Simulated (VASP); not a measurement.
# SiSnPN with PBEsol + D3(BJ): from relaxation to properties, part 2 of 5

What structure does SiSnPN take at this level, and what are its properties? The cell is invented: it takes the structure of a Materials Project entry for SnP (space group 107 there), with some of its atoms replaced by other elements, volume scaled by an estimate. It may not be a known or stable phase.

VASP 6.6.1; PBEsol with D3(BJ); plane waves and PAW (Sn_d, P, Si, N); invented cell.

So far. Step 2 (Rough relaxation of the start cell): It ends with a largest force of 0.028 eV/Å and a pressure of -0.05 GPa. The relaxed cell has a, b, c = 4.693, 4.687, 5.351 Å (conventional setting).

## (3) Relaxing cell and atoms (PBEsol + D3(BJ))

Properties are meant for the cell that this level of theory prefers, so cell and atoms are relaxed first (ISIF = 3) until forces and stress are small; EDIFFG sets the threshold.

The input, INCAR:

```
SYSTEM = SiSnPN
PREC = Accurate
ENCUT = 520
EDIFF = 1E-06
NELM = 100
ISMEAR = -1
SIGMA = 0.05
LREAL = .FALSE.
ALGO = Normal
GGA = PS
IVDW = 12
NBANDS = 20
LORBIT = 11
LWAVE = .FALSE.
LCHARG = .FALSE.
KPAR = 2
IBRION = 2
NSW = 60
ISIF = 3
EDIFFG = -0.01
```

The input, POSCAR:

```
SiSnPN
1.0
    4.6932500322      0.0000000000      0.0000000000
    0.0000000000      2.3434978196      2.6757338234
    0.0000000000     -2.3434978196      2.6757338234
Sn P Si N
1 1 1 1
Direct
    0.5000000000      0.5544932357      0.5544932357
    0.0000000000      0.3908884843      0.3908884843
    0.0000000000      0.9614577399      0.9614577399
    0.5000000000      0.9491585400      0.9491585400
```

The input, KPOINTS:

```
Automatic mesh
0
Gamma
6 8 8
0 0 0
```

Potentials, in the order of the species: Sn_d, P, Si and N (PBE family, release 64).

Launch:

```console
> mpirun -np 2 vasp_std
```

Output:

```text
[banner, memory and clock lines left out]
running    2 mpi-ranks, on    1 nodes
 distrk:  each k-point on    1 cores,    2 groups
 distr:  one band on    1 cores,    1 groups

 POSCAR found type information on POSCAR SnP SiN
 POSCAR found :  4 types and       4 ions
 [... a notice as in an earlier step ...]

 LDA part: xc-table for (Slater+PW92), standard interpolation
 POSCAR, INCAR and KPOINTS ok, starting setup
 FFT: planning ... GRIDC
 FFT: planning ... GRID_SOFT
 FFT: planning ... GRID
 WAVECAR not read
 entering main loop
       N       E                     dE             d eps       ncg     rms          rms(c)
DAV:   1     0.216475522436E+03    0.21648E+03   -0.13587E+04  3412   0.178E+03
DAV:   2     0.233510470549E+01   -0.21414E+03   -0.20450E+03  3436   0.446E+02
DAV:   3    -0.236492645942E+02   -0.25984E+02   -0.25156E+02  4108   0.126E+02
DAV:   4    -0.246971427876E+02   -0.10479E+01   -0.10390E+01  4136   0.246E+01
DAV:   5    -0.247208749293E+02   -0.23732E-01   -0.23708E-01  4228   0.395E+00    0.931E+00
DAV:   6    -0.234030249236E+02    0.13179E+01   -0.11495E+01  5236   0.263E+01    0.579E+00
DAV:   7    -0.231420546279E+02    0.26097E+00   -0.16478E+00  3956   0.731E+00    0.309E+00
DAV:   8    -0.231321178244E+02    0.99368E-02   -0.37127E-01  4020   0.351E+00    0.896E-01
DAV:   9    -0.231232269293E+02    0.88909E-02   -0.36850E-02  4672   0.126E+00    0.349E-01
DAV:  10    -0.231233585842E+02   -0.13165E-03   -0.60533E-03  3876   0.577E-01    0.118E-01
DAV:  11    -0.231233619595E+02   -0.33753E-05   -0.21560E-04  4240   0.121E-01    0.541E-02
DAV:  12    -0.231233664044E+02   -0.44449E-05   -0.22186E-05  4384   0.339E-02    0.543E-03
DAV:  13    -0.231233662648E+02    0.13965E-06   -0.34419E-06  3772   0.136E-02
   1 F= -.24429096E+02 E0= -.24423628E+02  d E =-.244291E+02
 curvature:   0.00 expect dE= 0.000E+00 dE for cont linesearch  0.000E+00
 trial: gam= 0.00000 g(F)=  0.209E-02 g(S)=  0.560E-02 ort = 0.000E+00 (trialstep = 0.100E+01)
 search vector abs. value=  0.769E-02
 bond charge predicted
       N       E                     dE             d eps       ncg     rms          rms(c)
DAV:   1    -0.231445059435E+02   -0.21140E-01   -0.67342E-01  3784   0.715E+00    0.622E-01
DAV:   2    -0.231373055745E+02    0.72004E-02   -0.35984E-02  4464   0.183E+00    0.343E-01
DAV:   3    -0.231334618279E+02    0.38437E-02   -0.57811E-03  4952   0.960E-01    0.129E-01
DAV:   4    -0.231329656208E+02    0.49621E-03   -0.18296E-03  5132   0.401E-01    0.338E-02
DAV:   5    -0.231329597811E+02    0.58397E-05   -0.18498E-04  3836   0.125E-01    0.204E-02
DAV:   6    -0.231329545385E+02    0.52426E-05   -0.14846E-05  4780   0.390E-02    0.902E-03
DAV:   7    -0.231329535678E+02    0.97069E-06   -0.28353E-06  2644   0.161E-02
   2 F= -.24433488E+02 E0= -.24427760E+02  d E =-.439272E-02
[... from here on, the cycles between the ionic steps are left out ...]
   3 F= -.24433605E+02 E0= -.24427848E+02  d E =-.450909E-02
   4 F= -.24433667E+02 E0= -.24427953E+02  d E =-.617912E-04
   5 F= -.24433746E+02 E0= -.24428014E+02  d E =-.141369E-03
   6 F= -.24433801E+02 E0= -.24428060E+02  d E =-.549162E-04
   7 F= -.24433921E+02 E0= -.24428160E+02  d E =-.175259E-03
   8 F= -.24433961E+02 E0= -.24428168E+02  d E =-.214773E-03
   9 F= -.24433977E+02 E0= -.24428194E+02  d E =-.231327E-03
  10 F= -.24434003E+02 E0= -.24428218E+02  d E =-.256855E-04
  11 F= -.24434063E+02 E0= -.24428276E+02  d E =-.853262E-04
  12 F= -.24434108E+02 E0= -.24428319E+02  d E =-.130081E-03
 curvature:  -2.39 expect dE=-0.350E-04 dE for cont linesearch -0.619E-06
 ZBRENT: bracketing found
 ZBRENT: interpolating
 opt :   0.9891  next Energy=   -24.434108 (dE=-0.131E-03)
 bond charge predicted
       N       E                     dE             d eps       ncg     rms          rms(c)
DAV:   1    -0.231324581309E+02    0.82188E-04   -0.80760E-04  3584   0.205E-01    0.151E-02
DAV:   2    -0.231324544680E+02    0.36629E-05   -0.30963E-05  5184   0.524E-02    0.849E-03
DAV:   3    -0.231324522676E+02    0.22004E-05   -0.26842E-06  2564   0.209E-02    0.370E-03
DAV:   4    -0.231324519955E+02    0.27205E-06   -0.22180E-06  2564   0.123E-02
  13 F= -.24434108E+02 E0= -.24428320E+02  d E =-.130915E-03
 curvature:  -2.86 expect dE=-0.372E-04 dE for cont linesearch -0.301E-08
 trial: gam= 0.02054 g(F)=  0.664E-05 g(S)=  0.639E-05 ort = 0.124E-05 (trialstep = 0.283E+00)
 search vector abs. value=  0.137E-04
 reached required accuracy - stopping structural energy minimisation
```

It took 7.5 min on 2 MPI ranks of AMD EPYC 7R43, shared host; peak memory 0.46 GiB; 15 min of CPU time.

From OUTCAR (step 3):

```text
  LATTYP: Found a base centered orthorhombic cell.
 ALAT       =     4.6869956392
 B/A-ratio  =     1.1417692822
 C/A-ratio  =     1.0013344141

The static configuration has the point symmetry C_2v.

 Found     84 irreducible k-points:

   k-points           NKPTS =     84   k-points in BZ     NKDIM =     84   number of bands    NBANDS=     20

   dimension x,y,z NGX =    36 NGY =   28 NGZ =   28
   dimension x,y,z NGXF=    72 NGYF=   56 NGZF=   56

   ENCUT  =  520.0 eV  38.22 Ry    6.18 a.u.   8.73  6.61  6.61*2*pi/ulx,y,z

   NELECT =      28.0000    total number of electrons

 Edisp (eV)   -1.30157

 E-fermi :   9.7827

 k-point     1 :       0.0000    0.0000    0.0000
  band No.  band energies     occupation
    ...
     11       5.9250      2.00000
     12       7.2726      2.00000
     13       7.8949      2.00000
     14       7.9630      2.00000
     15       8.4675      2.00000
     16      10.5022      0.00000
     17      14.6099      0.00000
     18      14.9600      0.00000
     19      15.4548      0.00000
     20      15.8130      0.00000

 k-point     2 :       0.1667    0.0000    0.0000
  band No.  band energies     occupation
    ...
     10       4.7855      2.00000
     11       6.1915      2.00000
     12       6.6329      2.00000
     13       7.0416      2.00000
     14       7.7675      2.00000
     15       9.8986      0.17922
     16      10.5953      0.00000
     17      14.4006      0.00000
     18      14.7011      0.00000
     19      15.1028      0.00000
    ...

 Edisp (eV)   -1.30166

  Total       0.01897    -0.00684     0.01109     0.00000     0.00000     0.00000
  in kB       0.51496    -0.18555     0.30090     0.00000     0.00000     0.00000
  external pressure =        0.21 kB  Pullay stress =        0.00 kB

  energy-cutoff  :      520.00
  volume of cell :       59.03
      direct lattice vectors                 reciprocal lattice vectors
     4.748719175  0.000000000  0.000000000     0.210583099  0.000000000  0.000000000
     0.000000000  2.329376077  2.668283081     0.000000000  0.214649753  0.187386415
     0.000000000 -2.329376077  2.668283081     0.000000000 -0.214649753  0.187386415

 POSITION                                       TOTAL-FORCE (eV/Angst)
 -----------------------------------------------------------------------------------
      2.37436      0.00000      2.94229         0.000000      0.000000      0.005583
      0.00000      0.00000      2.09084         0.000000      0.000000      0.004850
      0.00000      0.00000      5.14082         0.000000      0.000000     -0.008991
      2.37436      0.00000      5.06727         0.000000      0.000000     -0.001442
 -----------------------------------------------------------------------------------
    total drift:                                0.000000      0.000000      0.000028

  FREE ENERGIE OF THE ION-ELECTRON SYSTEM (eV)
  ---------------------------------------------------
  free  energy   TOTEN  =       -24.4341084098 eV

  energy  without entropy=      -24.4225309054  energy(sigma->0) =      -24.42831966

 total charge
# of ion       s       p       d       tot
------------------------------------------
    1        1.152   1.080  10.126  12.358
    2        1.034   1.483   0.000   2.517
    3        0.836   0.731   0.000   1.567
    4        1.286   2.268   0.000   3.554
--------------------------------------------------
tot          4.308   5.562  10.126  19.996

[... 2 parts as in an earlier step ...]

[... 7 further parts left out ...]
```

The steps of the relaxation:

| step | energy less that of the first step (eV) | largest force (eV/Å) | pressure (GPa) | volume (Å³) |
| --- | --- | --- | --- | --- |
| 1 | 0.0000 | 0.1359 | 0.29 | 58.86 |
| 2 | -0.0044 | 0.0337 | -0.17 | 59.08 |
| 3 | -0.0045 | 0.0239 | -0.27 | 59.13 |
| 4 | -0.0046 | 0.0381 | 0.26 | 58.92 |
| 5 | -0.0046 | 0.0238 | 0.02 | 59.01 |
| 6 | -0.0047 | 0.0194 | 0.04 | 59.01 |
| 7 | -0.0048 | 0.0149 | 0.06 | 58.99 |
| 8 | -0.0049 | 0.0374 | 0.12 | 58.97 |
| 9 | -0.0049 | 0.0262 | 0.08 | 58.98 |
| 10 | -0.0049 | 0.0239 | 0.07 | 58.99 |
| 11 | -0.0050 | 0.0166 | 0.05 | 59.00 |
| 12 | -0.0050 | 0.0106 | 0.01 | 59.03 |
| 13 | -0.0050 | 0.0090 | 0.02 | 59.03 |

| conventional cell, symmetrised | before | after | change |
| --- | --- | --- | --- |
| a (Å) | 4.693 | 4.749 | +1.2 % |
| b (Å) | 4.687 | 4.659 | -0.6 % |
| c (Å) | 5.351 | 5.337 | -0.3 % |
| volume (Å³/atom) | 14.71 | 14.76 | +0.3 % |

The atoms that moved most (Å, as changes of fractional coordinates times the final cell):

| atom | dx | dy | dz | length |
| --- | --- | --- | --- | --- |
| Sn1 | 0.000 | 0.000 | -0.017 | 0.017 |
| Si3 | 0.000 | 0.000 | 0.010 | 0.010 |

Final coordinates:

```xyz
4
Lattice="4.7487 0.0000 0.0000 0.0000 2.3294 2.6683 0.0000 -2.3294 2.6683" Properties=species:S:1:pos:R:3 pbc="T T T"
Sn    2.3744    0.0000    2.9423
P     0.0000    0.0000    2.0908
Si    0.0000    0.0000    5.1408
N     2.3744    0.0000    5.0673
```

Numbers from this step:

| Quantity | Value |
| --- | --- |
| irreducible k-points | 84 |
| free energy (TOTEN) | -24.43 eV |
| energy at zero smearing | -24.43 eV |
| Fermi energy | 9.783 eV |
| pressure | 0.02101 GPa |
| SCF cycles over all ionic steps | 75 |

It ends with a largest force of 0.009 eV/Å and a pressure of 0.02 GPa.

## (4) Density, ELF and potential (PBEsol + D3(BJ))

The relaxed cell gets a fresh self-consistent run, on a basis set for its own volume, to fix the density and to check the remaining stress.

Changes to INCAR since step 3:

```diff
@@ -14,7 +14,5 @@
 LWAVE = .FALSE.
-LCHARG = .FALSE.
-KPAR = 2
-IBRION = 2
-NSW = 60
-ISIF = 3
-EDIFFG = -0.01
+LCHARG = .TRUE.
+ISIF = 2
+LELF = .TRUE.
+LVHAR = .TRUE.
```

The input, POSCAR:

```
SiSnPN
1.0
    4.7487191751      0.0000000000      0.0000000000
    0.0000000000      2.3293760766      2.6682830814
    0.0000000000     -2.3293760766      2.6682830814
Sn P Si N
1 1 1 1
Direct
    0.5000000000      0.5513454820      0.5513454820
    0.0000000000      0.3917948967      0.3917948967
    0.0000000000      0.9633191844      0.9633191844
    0.5000000000      0.9495384368      0.9495384368
```

KPOINTS is that of step 3.

Launch:

```console
> mpirun -np 2 vasp_std
```

Output:

```text
[banner, memory and clock lines left out]
running    2 mpi-ranks, on    1 nodes
 distrk:  each k-point on    2 cores,    1 groups
 distr:  one band on    1 cores,    2 groups

 POSCAR found type information on POSCAR SnP SiN
 POSCAR found :  4 types and       4 ions
 [... a notice as in an earlier step ...]

 LDA part: xc-table for (Slater+PW92), standard interpolation
 POSCAR, INCAR and KPOINTS ok, starting setup
 FFT: planning ... GRIDC
 FFT: planning ... GRID_SOFT
 FFT: planning ... GRID
 WAVECAR not read
 entering main loop
       N       E                     dE             d eps       ncg     rms          rms(c)
DAV:   1     0.210990746182E+03    0.21099E+03   -0.13687E+04  3472   0.178E+03
DAV:   2     0.922520566039E+00   -0.21007E+03   -0.20121E+03  3500   0.439E+02
DAV:   3    -0.237029989144E+02   -0.24626E+02   -0.23734E+02  4176   0.122E+02
DAV:   4    -0.246948465705E+02   -0.99185E+00   -0.98126E+00  4092   0.238E+01
DAV:   5    -0.247210789134E+02   -0.26232E-01   -0.26206E-01  4376   0.411E+00    0.930E+00
DAV:   6    -0.234242244310E+02    0.12969E+01   -0.11776E+01  5228   0.261E+01    0.583E+00
DAV:   7    -0.231507795380E+02    0.27344E+00   -0.16939E+00  3996   0.734E+00    0.310E+00
DAV:   8    -0.231411773129E+02    0.96022E-02   -0.37276E-01  4012   0.350E+00    0.897E-01
DAV:   9    -0.231324256895E+02    0.87516E-02   -0.36348E-02  4744   0.125E+00    0.348E-01
DAV:  10    -0.231325391609E+02   -0.11347E-03   -0.59808E-03  3820   0.565E-01    0.118E-01
DAV:  11    -0.231325404256E+02   -0.12646E-05   -0.21414E-04  4212   0.118E-01    0.533E-02
DAV:  12    -0.231325450903E+02   -0.46648E-05   -0.21559E-05  4100   0.329E-02    0.590E-03
DAV:  13    -0.231325448856E+02    0.20471E-06   -0.33574E-06  3600   0.127E-02
   1 F= -.24434201E+02 E0= -.24428412E+02  d E =-.115779E-01
```

Wall time 85 s (2 MPI ranks); peak memory 0.35 GiB.

OUTCAR, selected parts (step 4):

```text
  LATTYP: Found a base centered orthorhombic cell.
 ALAT       =     4.6587521532
 B/A-ratio  =     1.1454926099
 C/A-ratio  =     1.0193113990

The static configuration has the point symmetry C_2v.

 Found     84 irreducible k-points:

   ENCUT  =  520.0 eV  38.22 Ry    6.18 a.u.   8.83  6.59  6.59*2*pi/ulx,y,z

   NELECT =      28.0000    total number of electrons

 E-fermi :   9.7827

 k-point     1 :       0.0000    0.0000    0.0000
  band No.  band energies     occupation
    ...
     11       5.9251      2.00000
     12       7.2725      2.00000
     13       7.8949      2.00000
     14       7.9630      2.00000
     15       8.4674      2.00000
     16      10.5022      0.00000
     17      14.6099      0.00000
     18      14.9601      0.00000
     19      15.4548      0.00000
     20      15.7988      0.00000

 k-point     2 :       0.1667    0.0000    0.0000
  band No.  band energies     occupation
    ...
     10       4.7854      2.00000
     11       6.1916      2.00000
     12       6.6329      2.00000
     13       7.0416      2.00000
     14       7.7675      2.00000
     15       9.8985      0.17954
     16      10.5953      0.00000
     17      14.4006      0.00000
     18      14.7012      0.00000
     19      15.1028      0.00000
    ...

 Edisp (eV)   -1.30166

  Total       0.01540    -0.01470     0.00474     0.00000     0.00000     0.00000
  in kB       0.41794    -0.39895     0.12856     0.00000     0.00000     0.00000
  external pressure =        0.05 kB  Pullay stress =        0.00 kB

 POSITION                                       TOTAL-FORCE (eV/Angst)
 -----------------------------------------------------------------------------------
      2.37436      0.00000      2.94229         0.000000      0.000000      0.005767
      0.00000      0.00000      2.09084         0.000000      0.000000      0.004732
      0.00000      0.00000      5.14082         0.000000      0.000000     -0.008985
      2.37436      0.00000      5.06727         0.000000      0.000000     -0.001514
 -----------------------------------------------------------------------------------
    total drift:                                0.000000      0.000000      0.000116

  FREE ENERGIE OF THE ION-ELECTRON SYSTEM (eV)
  ---------------------------------------------------
  free  energy   TOTEN  =       -24.4342012999 eV

  energy  without entropy=      -24.4226233675  energy(sigma->0) =      -24.42841233

[... 5 parts as in an earlier step ...]

[... 7 further parts left out ...]
```

This step gave:

* SCF cycles: 13
* pressure: 0.004918 GPa

Valence electrons inside each PAW sphere by angular momentum. Sphere charges, by row:

| atom | s (e) | p (e) | d (e) | tot (e) |
| --- | --- | --- | --- | --- |
| Sn1 | 1.152 | 1.08 | 10.13 | 12.36 |
| P2 | 1.034 | 1.483 | 0 | 2.517 |
| Si3 | 0.836 | 0.731 | 0 | 1.567 |
| N4 | 1.286 | 2.268 | 0 | 3.554 |

ELF in the ac plane of the conventional cell at fractional y = 0.000, with atoms of Sn and P and Si and N within 0.2 Å of it. It is the smooth field of the valence electrons, not physical close to the nuclei.

Values, 15 rows by 14 columns, each cell a mean:
```
0.20 0.39 0.60 0.54 0.66 0.79 0.52 0.31 0.71 0.77 0.55 0.59 0.52 0.27
0.53 0.61 0.62 0.45 0.56 0.76 0.69 0.61 0.76 0.68 0.45 0.55 0.64 0.56
0.76 0.71 0.53 0.31 0.38 0.61 0.73 0.75 0.69 0.50 0.30 0.41 0.64 0.75
0.62 0.52 0.33 0.20 0.25 0.37 0.48 0.50 0.43 0.31 0.20 0.24 0.43 0.59
0.37 0.31 0.23 0.20 0.26 0.34 0.33 0.32 0.34 0.31 0.22 0.21 0.27 0.35
0.52 0.48 0.41 0.33 0.36 0.29 0.13 0.11 0.19 0.36 0.32 0.37 0.45 0.51
0.72 0.74 0.69 0.50 0.44 0.25 0.11 0.20 0.14 0.38 0.44 0.61 0.73 0.73
0.60 0.76 0.83 0.67 0.49 0.34 0.14 0.12 0.23 0.44 0.54 0.79 0.82 0.67
0.28 0.61 0.83 0.76 0.50 0.44 0.37 0.34 0.41 0.46 0.62 0.83 0.76 0.42
0.36 0.59 0.76 0.70 0.48 0.37 0.39 0.39 0.37 0.40 0.60 0.76 0.70 0.45
0.77 0.77 0.72 0.53 0.30 0.22 0.21 0.21 0.21 0.25 0.40 0.64 0.76 0.78
0.91 0.85 0.65 0.33 0.13 0.10 0.12 0.13 0.11 0.10 0.20 0.49 0.77 0.89
0.90 0.81 0.55 0.23 0.15 0.27 0.40 0.44 0.34 0.20 0.15 0.38 0.71 0.87
0.75 0.66 0.49 0.30 0.38 0.63 0.76 0.78 0.72 0.51 0.29 0.39 0.59 0.72
0.28 0.37 0.51 0.46 0.61 0.80 0.74 0.67 0.80 0.73 0.49 0.50 0.46 0.31
```
Columns run along a (4.7 Å), rows up along c (5.3 Å), edges of the conventional cell, whose origin can differ from the input's. Atoms in or near the plane, at fractional coordinates: Sn at (0.50, 0.55), P at (0.00, 0.39), Si at (0.00, 0.96), N at (0.50, 0.95).

Electrostatic potential energy in the ac plane of the conventional cell at fractional y = 0.000, with atoms of Sn and P and Si and N within 0.2 Å of it. With pseudopotentials it is smooth inside the atoms' cores, unlike the true potential.

Ten even steps from '_' (-97 eV) to '@' (2 eV), each cell a mean:
```
__::##@@@@##==++++@@@@%%==__
::==%%@@@@%%++==**@@@@@@**--
##%%@@@@@@@@%%%%@@@@@@@@%%##
@@@@@@@@@@@@%%%%%%@@@@@@@@@@
@@@@@@@@@@##====++%%@@@@@@@@
@@@@@@@@##--____::**@@@@@@@@
%%%%@@@@##::______==%%@@@@%%
--++%%@@##--____::**@@@@##--
__::##@@@@##====++%%@@%%==__
__::##@@@@@@%%%%@@@@@@%%++..
==**%%@@@@@@@@@@@@@@@@@@##==
%%%%@@@@@@@@@@@@@@@@@@@@@@%%
%%@@@@@@@@@@@@@@@@@@@@@@@@%%
++##%%@@@@@@@@%%@@@@@@@@%%**
__--##@@@@%%++++##@@@@%%++..
```
Columns run along a (4.7 Å; values clipped at the 3rd and 97th percentile), rows up along c (5.3 Å), edges of the conventional cell, whose origin can differ from the input's. Atoms in or near the plane, at fractional coordinates: Sn at (0.50, 0.55), P at (0.00, 0.39), Si at (0.00, 0.96), N at (0.50, 0.95).

Valence density in the ac plane of the conventional cell at fractional y = 0.000, with atoms of Sn and P and Si and N within 0.2 Å of it. It is the smooth field of the valence electrons, not physical close to the nuclei.

Ten steps, logarithmic in the rise over the least value, from '_' (0 e/Å³) to '@' (11 e/Å³), each cell a mean:
```
__::----==++####**==------..
::--------++**##**==--------
------::--==++++==--::::----
--::::::::--======--::::::--
::::::::--==****++--::::::::
----::--==**%%@@##++--::::--
==------==##@@@@%%**------==
======--==**%%@@##++--======
__====----==****++==--====::
..====------------------==--
====----::::::::::::::--====
====--::::::::::::::::::--==
==----::::::::--::::::::--==
------::::--==++==--::::----
::--------++**##**==------::
```
Columns run along a (4.7 Å), rows up along c (5.3 Å), edges of the conventional cell, whose origin can differ from the input's. Atoms in or near the plane, at fractional coordinates: Sn at (0.50, 0.55), P at (0.00, 0.39), Si at (0.00, 0.96), N at (0.50, 0.95).

In this run the pressure is 0.00 GPa, small enough to go on.

(Part 2 of 5 ends here.)

[Lines on the potential files, build, host, timing and source positions are cut from VASP's logs without a mark.]

[Logs are printed without paths, hosts, clocks, repeated set-up lines and the standing remarks that a program may print on its own settings, such as how far it seeks lower states.]

[Hosts, paths, dates, database ids (printed as entryN), source tags and the programs' standing remarks are cut or masked in the printed files.]

[A measured line is paired with the nearest computed mode of its activity, which favours agreement.]
